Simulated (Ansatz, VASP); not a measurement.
# Cross-check of MgPt7 (MgPt7 (Fm-3m)) between VASP and Ansatz, part 2 of 2

Wanted: the spread between two codes on one cell, functional and k mesh. The cell is taken from a series of runs on this material, whose earlier steps may have relaxed, scaled, displaced or heated it; both programs get it as it stands.

VASP 6.6.1 and Ansatz 0.2.0.

So far: The structure; VASP: relaxation of cell and atoms, r2SCAN.

## 3. Ansatz: relaxation of cell and atoms, r2SCAN

Level of this step: Ansatz beside VASP: Kohn-Sham DFT, plane waves, r2SCAN (Ansatz).

Ansatz runs on its PAW soft_1 files.

The same cell, functional, mesh and smearing now go to Ansatz.

input.yaml reads:

```yaml
crystal:
  lattice:
    - [0.0, 3.936524, 3.936524]
    - [3.936524, 0.0, 3.936524]
    - [3.936524, 3.936524, 0.0]
  atoms:
    - { symbol: Mg, position: [0.0, 0.0, 0.0] }
    - { symbol: Pt, position: [0.5, 0.0, 0.0] }
    - { symbol: Pt, position: [0.0, 0.5, 0.5] }
    - { symbol: Pt, position: [0.0, 0.5, 0.0] }
    - { symbol: Pt, position: [0.5, 0.0, 0.5] }
    - { symbol: Pt, position: [0.0, 0.0, 0.5] }
    - { symbol: Pt, position: [0.5, 0.5, 0.0] }
    - { symbol: Pt, position: [0.5, 0.5, 0.5] }
basis:
  ecutwfc: 500
  xc_grid: 2
hamiltonian:
  xc: r2scan
  pseudopotentials: { kind: paw, azcp: { folder: soft_1 } }
kpoints:
  mp_grid: { grid: [9, 9, 9] }
scf:
  occupations: { method: fermi_dirac, width: 0.05 }
  max_iter: 150
output:
  forces: true
  stress: true
relax:
  f_tol: 0.01
  max_steps: 60
  cell: {}
checkpoint:
  write: "../r2scan.run"
  compress: false
  write_wavefunctions: false
  write_every: 100000
```

Launch:

```
$ ansatz run input.yaml --threads 4 --pin off --max-ram 6594MiB --backend cpu --events-out ev --progress --plain --runs-dir out
```

Numbers of over 12 decimals in the logs are rounded to 6 here.

The log of the run:

```text
Engine: ansatz 0.2.0, aarch64-unknown-linux-gnu
Pseudopotentials: kind: paw
Pseudopotential: Mg, paw, valence charge 10, recommended cutoff 500 eV (meta_gga), soft_1/Mg.paw.azcp
Pseudopotential: Pt, paw, valence charge 18, recommended cutoff 500 eV (meta_gga), soft_1/Pt.paw.azcp
Functional definition: r2SCAN
  parameter k0 = 0.174
  parameter k1 = 0.065
  parameter a1 = 4.9479
  exchange = r2scan_x(k0 = k0, k1 = k1, a1 = a1)
  correlation = r2scan_c
Crystal: 8 atoms, lattice volume = 122.002 Å³
Basis set: ecut = 500 eV, 3119 PW (Γ), exchange–correlation on 90×90×90 points (8 copies of the dense FFT grid, shifted against one another)
Bands: 82, of which v1, the nominal top of the filled ones, is band 68 counted from 1 (67 counted from 0)
Symmetry: 48 space group operations
Space group: Fm-3m (ITA 225), of the structure as read, at distance tolerance 5.0e-5 Å
k-points: 35 of 729
Non-local potential: Mg, projectors of the file, l = 0: 3, l = 1: 2, l = 2: 1
Non-local potential: Pt, projectors of the file, l = 0: 3, l = 1: 2, l = 2: 2, l = 3: 1
PAW form: soft (Blöchl's): semilocal exchange-correlation on the pseudo side does not see the compensation charge
PAW frozen core: Mg, regenerated for the run's functional (the file was generated under x = pbe(κ = 0.804, μ = 0.219515), c = pbe(β = 0.066725))
PAW frozen core: Pt, regenerated for the run's functional (the file was generated under x = pbe(κ = 0.804, μ = 0.219515), c = pbe(β = 0.066725))
PAW one-centre angular grid: Mg, 302 points (default); XC on 224 Gauss nodes
PAW one-centre angular grid: Pt, 590 points (default); XC on 160 Gauss nodes
Initial density: superposition of atomic densities (chi_scale 0.1, normalization cell, long waves kept (reshape's long-wave potential 0.00 eV rms))
Initial wavefunctions: pseudopotential atomic-orbital guess
Functional: x = r2scan, c = r2scan; τ floored in thin density (d = 2e-4 eV/Å³)
SCF iter   1: F=—  HF=-89699.652999 eV  |F-HF|=—  |Δ(HF+E_count)|=         —  Δρ=8.90e-2  dr2=1.31e1  dr2_τ=5.71e-1  ethr=3.10e-3  ⟨swp⟩=5.9  Hψ=9485  notcnv=0  defer=21
preconditioner: auto → Kerker (q_TF=auto, 2.778 Å⁻¹)  [metal: Δε(μ)=0.011 eV  Ē_g=8.746 eV  σ=0.050 eV  W_gap=0.06  n_scr=58 (ndim 8)  ℏωp=28.5 eV  f_vac=0.000  D(μ)=9.46/eV (n_scr^D=112)]
SCF iter   2: F=—  HF=-89697.026608 eV  |F-HF|=—  |Δ(HF+E_count)|=    2.63e0  Δρ=3.85e-2  dr2=2.19e0  dr2_τ=3.00e-1  ethr=3.10e-3  ⟨swp⟩=2.1  Hψ=4806  notcnv=0  defer=166
SCF iter   3: F=—  HF=-89697.048956 eV  |F-HF|=—  |Δ(HF+E_count)|=   2.23e-2  Δρ=1.68e-2  dr2=7.12e-1  dr2_τ=1.07e-1  ethr=1.61e-3  ⟨swp⟩=2.3  Hψ=4235  notcnv=0  defer=166
SCF iter   4: F=—  HF=-89697.010994 eV  |F-HF|=—  |Δ(HF+E_count)|=   3.80e-2  Δρ=7.00e-3  dr2=1.02e-1  dr2_τ=5.24e-3  ethr=5.23e-4  ⟨swp⟩=2.1  Hψ=3178  notcnv=0  defer=167
SCF iter   5: F=—  HF=-89696.992308 eV  |F-HF|=—  |Δ(HF+E_count)|=   1.87e-2  Δρ=2.66e-3  dr2=1.15e-2  dr2_τ=6.18e-4  ethr=7.53e-5  ⟨swp⟩=2.3  Hψ=4438  notcnv=0  defer=169
SCF iter   6: F=—  HF=-89696.991834 eV  |F-HF|=—  |Δ(HF+E_count)|=   4.74e-4  Δρ=1.11e-3  dr2=2.57e-3  dr2_τ=1.73e-4  ethr=8.47e-6  ⟨swp⟩=2.0  Hψ=4039  notcnv=0  defer=169
SCF iter   7: F=—  HF=-89696.991117 eV  |F-HF|=—  |Δ(HF+E_count)|=   7.17e-4  Δρ=2.04e-4  dr2=5.74e-5  dr2_τ=5.62e-6  ethr=1.89e-6  ⟨swp⟩=2.0  Hψ=4016  notcnv=0  defer=169
SCF iter   8: F=—  HF=-89696.991350 eV  |F-HF|=—  |Δ(HF+E_count)|=   2.33e-4  Δρ=5.86e-5  dr2=4.53e-6  dr2_τ=2.81e-7  ethr=4.22e-8  ⟨swp⟩=2.0  Hψ=4857  notcnv=0  defer=169
SCF iter   9: F=—  HF=-89696.991353 eV  |F-HF|=—  |Δ(HF+E_count)|=   2.73e-6  Δρ=1.24e-5  dr2=1.66e-7  dr2_τ=1.06e-8  ethr=3.33e-9  ⟨swp⟩=2.0  Hψ=3949  notcnv=0  defer=169
SCF iter  10: F=-89696.991353 eV  HF=-89696.991353 eV  |F-HF|=1.00e-8  |Δ(HF+E_count)|=   2.30e-7  Δρ=3.67e-6  dr2=1.65e-8  dr2_τ=7.02e-10  ethr=7.35e-11  ⟨swp⟩=4.0  Hψ=8977  notcnv=0
SCF 1 converged in 10 iterations: F = -89696.991353 eV  dr2 = 1.65e-8
  greatest PAW one-centre occupation: 1.000 electrons in one spin orbital (limit 2), on the Pt atom at site 7 (counted from 0), in its partial waves of l = 0
relax step   1: F+E_penalty+E_count = -89696.99135311 eV  Δ(F+E_penalty+E_count) = +0.000e0 eV  max|allowed force component| = 7.226e-28 eV/Å  Δτ_max = 0.0000 Å  P = -0.552 GPa  Ω = 122.002 Å³  (10 SCF iters, dr2 threshold 1.00e-7 eV, accepted)
[...]
relax step   2: F+E_penalty+E_count = -89696.99061889 eV  Δ(F+E_penalty+E_count) = +7.342e-4 eV  max|allowed force component| = 5.559e-29 eV/Å  Δτ_max = 0.0000 Å  P = +0.995 GPa  Ω = 121.224 Å³  energy of the carried Pulay correction = +3.206e-4 eV  (6 SCF iters, dr2 threshold 7.61e-7 eV, rejected (line search))
[...]
relax step   3: F+E_penalty+E_count = -89696.99195310 eV  Δ(F+E_penalty+E_count) = -6.000e-4 eV  max|allowed force component| = 3.061e-28 eV/Å  Δτ_max = 0.0000 Å  P = -0.005 GPa  Ω = 121.724 Å³  energy of the carried Pulay correction = +1.146e-4 eV  (10 SCF iters, accepted)
[...]
relax step   4: F+E_penalty+E_count = -89696.99185709 eV  Δ(F+E_penalty+E_count) = +9.602e-5 eV  max|allowed force component| = 3.305e-28 eV/Å  Δτ_max = 0.0000 Å  P = -0.006 GPa  Ω = 121.724 Å³  stress off target by 5.51e-3 GPa  SCF on the basis re-selected at this cell (its energy is not comparable with the rows above)  (4 SCF iters)
basis re-selected at this cell: Δ(F+E_penalty+E_count) = +9.602e-5 eV, ΔP = -0.001 GPa vs the last step (what re-selecting the basis moved, of the pressure what is left beyond the Pulay correction that the steps carried, after the strain that the cell walked since its last selection, with what the two solves' SCF thresholds leave and, on support functions, any second-order correction that the steps lacked; it is no m [...]
SCF converged after 4 iterations
Free energy (F): -89696.991857 eV
Harris-Foulkes:  -89696.991857 eV  (|F-HF|=8.73e-11)
Internal energy: -89696.909493 eV  (E = F + TS)
E sigma→0 (E₀):  -89696.950675 eV
Entropy (-TS):   -0.082364 eV (-10.296 meV/atom)
Fermi energy:    21.047718 eV
--- Per-component energies (eV) ---
  E_band       = -1495.700233
  E_kinetic    = 4256.376552
  E_local      = -12065.149086  (includes V_loc(G=0)·N_el)
  E_nonlocal   = 1632.345405
  E_hartree    = 4528.371619
  E_xc         = -1569.948331
  E_vxc        = -2141.346675  (∫ρ·V_xc dr)
  E_paw        = -66873.507332  (= ΣΔE_a)
  E_vpaw       = -2376.893907  (= ΣTr[D̂ρ^β])
  E_aug_tail   = 0.004965  (compensation charges beyond the density's cutoff)
  E_vtau       = 142.218699  (kinetic-family band-sum trace: ∫τ·v_τ [+ j·A + Jᵃ·Aᵃ] dr)
  E_ewald      = -19603.755758
  E_core_change = -1.647527  (= ΣΔE_core)
  E_smearing   = -0.082364  (= −TS)
  E_closure    = 0.000000  (closes the sum)
  Σ components = -89696.991857   (vs F -89696.991857, Δ=0.00e0)
--- Forces (eV/Å), atoms counted from 1 ---
  atom   1  Mg     0.00000000    -0.00000000     0.00000000
  atom   2  Pt     0.00000000    -0.00000000    -0.00000000
  atom   3  Pt     0.00000000     0.00000000     0.00000000
  atom   4  Pt     0.00000000     0.00000000     0.00000000
  atom   5  Pt     0.00000000    -0.00000000     0.00000000
  atom   6  Pt     0.00000000    -0.00000000    -0.00000000
  atom   7  Pt     0.00000000    -0.00000000     0.00000000
  atom   8  Pt     0.00000000    -0.00000000    -0.00000000
  max |Σ_I F_I| component: 2.68e-27 eV/Å
--- Stress (GPa, compression-positive) ---
       -0.005506       0.000000      -0.000000
        0.000000      -0.005506       0.000000
       -0.000000      -0.000000      -0.005506
  P = ⅓ Tr σ = -0.0055 GPa (-0.055 kbar)
--- Relaxed structure (3 steps of the walk, 2 accepted, 1 SCFs on fresh bases) ---
  F+E_penalty+E_count = -89696.99185709 eV   max|allowed force component| = 3.305e-28 eV/Å   (the final SCF, on the basis selected at the relaxed cell)
  cell:  # Å, volume = 121.7236 Å³
    - [0, 3.933522, 3.933522]
    - [3.933522, 0.0, 3.933522]
    - [3.933522, 3.933522, 0.0]
  atoms:
    - { symbol: Mg, position: [0, 0, 0] }
    - { symbol: Pt, position: [0.500000, 0.0, 0.0] }
    - { symbol: Pt, position: [0.0, 0.500000, 0.500000] }
    - { symbol: Pt, position: [0.0, 0.500000, 0.0] }
    - { symbol: Pt, position: [0.500000, 0.0, 0.500000] }
    - { symbol: Pt, position: [0, 0, 0.500000] }
    - { symbol: Pt, position: [0.500000, 0.500000, 0.0] }
    - { symbol: Pt, position: [0.500000, 0.500000, 0.500000] }
```

Reading the cycles: dr2 is the Hartree energy of the density residual (eV), the measure of convergence; HF is the Harris–Foulkes estimate of the energy, which meets the free energy F at convergence.

## 4. Side by side

Known differences besides the potentials themselves: VASP keeps PBE cores, Ansatz makes them for the functional; the data sets hold 136 valence electrons in Ansatz (on its PAW soft_1 files) and 72 in VASP; the cutoff is 500 eV in Ansatz and 660 eV in VASP; Ansatz adds a Pulay correction to the stress that steers its cell, VASP none. Total energies have different zeros and are not compared.

Compared:

| quantity | Ansatz | VASP | difference |
| --- | --- | --- | --- |
| volume (Å³) | 121.72 | 121.93 | -0.17 % |
| edge a after relaxation, in the typed setting (Å) | 5.563 | 5.566 | -0.06 % |

## 5. Summary of results

| Quantity | Value |
| --- | --- |
| difference in volume (relaxation of cell and atoms, r2SCAN) | -0.17 % |

What this shows: The difference in volume is -0.17 % (relaxation of cell and atoms, r2SCAN), within the 1.2 % picked in this series as the mark of a large difference, as far as the stopping tolerances let one tell. The data sets hold unlike numbers of valence electrons (136 in Ansatz and 72 in VASP), so part of the differences comes from the potentials. Such differences can come from data sets, numerical settings and the points named under the comparisons, not from the functional's error against experiment.

[Lines on the potential files, build, host, timing and source positions are cut from VASP's logs without a mark.]

[Logs are printed without paths, hosts, clocks, repeated set-up lines and the standing remarks that a program may print on its own settings, such as how far it seeks lower states.]

[Hosts, paths, dates, database ids (printed as entryN), source tags and the programs' standing remarks are cut or masked in the printed files.]
